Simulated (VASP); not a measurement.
A VASP calculation is set up with these files.

**KPOINTS**
```
Automatic mesh
0
Gamma
9 9 9
0 0 0
```

### POSCAR
```
MgSe
1.0
  0.0000000000   2.6658327173   2.6658327173
  2.6658327173   0.0000000000   2.6658327173
  2.6658327173   2.6658327173   0.0000000000
Mg Se
1 1
direct
  0.0000000000   0.0000000000   0.0000000000
  0.2500000000   0.2500000000   0.2500000000
```

INCAR:
```
SYSTEM = MgSe
PREC = Accurate
ENCUT = 500
EDIFF = 1E-6
NELM = 100
ALGO = Normal
LREAL = .FALSE.
LASPH = .TRUE.
ISMEAR = 0
SIGMA = 0.05
GGA = PS
LMAXMIX = 4
LWAVE = .FALSE.
LCHARG = .FALSE.
IBRION = 2
ISIF = 3
NSW = 40
EDIFFG = -0.02
PSTRESS = 450
```

POTCAR, in this order: Mg Se (PBE.64 set). Program: vasp_std.

### Question
Translate this PBEsol calculation to Quantum ESPRESSO's pw.x.

### Answer
One equivalent input (not run):
```
&CONTROL
  calculation = 'vc-relax'
  pseudo_dir = './pseudo'
  outdir = './out'
  tprnfor = .true.
  tstress = .true.
  nstep = 40
  forc_conv_thr = 0.00078
/
&SYSTEM
  ibrav = 0
  nat = 2
  ntyp = 2
  ecutwfc = 86
  occupations = 'smearing'
  smearing = 'gaussian'
  degauss = 0.003675
  input_dft = 'pbesol'
/
&ELECTRONS
  conv_thr = 7.3e-08
  electron_maxstep = 100
/
&IONS
/
&CELL
  press = 450
/
ATOMIC_SPECIES
  Mg 24.305 Mg.upf
  Se 78.971 Se.upf
CELL_PARAMETERS angstrom
     0.0000000    2.6658327    2.6658327
     2.6658327    0.0000000    2.6658327
     2.6658327    2.6658327    0.0000000
ATOMIC_POSITIONS crystal
  Mg   0.0000000  0.0000000  0.0000000
  Se   0.2500000  0.2500000  0.2500000
K_POINTS automatic
  9 9 9 0 0 0
```
What does not carry over: the potentials are each code's own (VASP's PAW set, PseudoDojo norm-conserving files in pw.x), so ENCUT and ecutwfc are chosen apart and not converted; conv_thr bounds pw.x's estimated SCF error, while EDIFF bounds the energy change between steps; forc_conv_thr acts on force components and is met together with etot_conv_thr.

The structure was generated: MgSe was put into the zinc blende type (F-43m), which need not be its known phase. This run relaxes it under an external pressure of 45 GPa. Symmetry was kept, so distortions that lower it aren't found.
